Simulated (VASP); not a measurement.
**Be4OsPt2: band structure with AM05**

Crystal: Be4OsPt2.

```
Be Os Pt
1.0
     3.45535    0.00000    0.00000
    -1.72768    2.99242    0.00000
     0.00000    0.00000    8.59588
Be Os Pt
4 1 2
Cartesian
  0.0000 1.9949 0.0000
  1.7277 0.9975 0.0000
  0.0000 0.0000 5.7440
  0.0000 0.0000 2.8519
  0.0000 0.0000 4.2979
  0.0000 0.0000 7.7112
  0.0000 0.0000 0.8847
```

The cell was built by a generator and needn't be a form met in nature.

```
Program                : VASP 6.6.1
Task                   : band structure
Functional             : AM05
Potentials or basis    : VASP PAW PBE potentials, release 64 (Be, Os, Pt)
Cutoff                 : 500 eV
k mesh                 : 9 × 9 × 3
Occupations            : gaussian, width 0.05 eV
Spin                   : no spin polarisation
Further INCAR settings : ALGO = Normal; EDIFF = 1e-07; NBANDS = 27
```

| Item | Value |
| --- | --- |
| Band gap along the path | none (metal or under the smearing width) |

Levels at the corners of the path, in eV from the Fermi level:
```csv
point,band 15,band 16,band 17,band 18,band 19,band 20,band 21,band 22
Γ,-0.60,-0.60,-0.03,-0.03,1.29,3.60,5.37,5.37
M,-1.75,-0.30,-0.23,-0.08,0.07,0.87,1.09,1.66
M,-1.75,-0.30,-0.23,-0.08,0.07,0.87,1.09,1.66
K,-0.80,-0.80,-0.68,-0.68,-0.18,1.26,2.87,2.87
K,-0.80,-0.80,-0.68,-0.68,-0.18,1.26,2.87,2.87
Γ,-0.60,-0.60,-0.03,-0.03,1.29,3.60,5.37,5.37
Γ,-0.60,-0.60,-0.03,-0.03,1.29,3.60,5.37,5.37
A,-1.18,-0.59,-0.59,-0.34,-0.34,5.61,6.77,6.77
A,-1.18,-0.59,-0.59,-0.34,-0.34,5.61,6.77,6.77
L,-1.51,-0.64,-0.11,0.10,0.62,1.01,1.09,2.05
L,-1.51,-0.64,-0.11,0.10,0.62,1.01,1.09,2.05
H,-1.15,-1.15,-0.56,-0.56,-0.38,2.78,2.92,3.01
H,-1.15,-1.15,-0.56,-0.56,-0.38,2.78,2.92,3.01
A,-1.18,-0.59,-0.59,-0.34,-0.34,5.61,6.77,6.77
L,-1.51,-0.64,-0.11,0.10,0.62,1.01,1.09,2.05
M,-1.75,-0.30,-0.23,-0.08,0.07,0.87,1.09,1.66
K,-0.80,-0.80,-0.68,-0.68,-0.18,1.26,2.87,2.87
H,-1.15,-1.15,-0.56,-0.56,-0.38,2.78,2.92,3.01
```

Run time: 2.6 min on 1 thread of Intel(R) Xeon(R) 6975P-C (Granite Rapids), on a shared host, peak memory 0.51 GiB.

Caveat: the log is that of the step along the path at fixed density, whose energy, stress, charges and moments have no meaning; the cell as given lies far from equilibrium; spin-orbit coupling is left out, which moves the levels of the heavy elements.
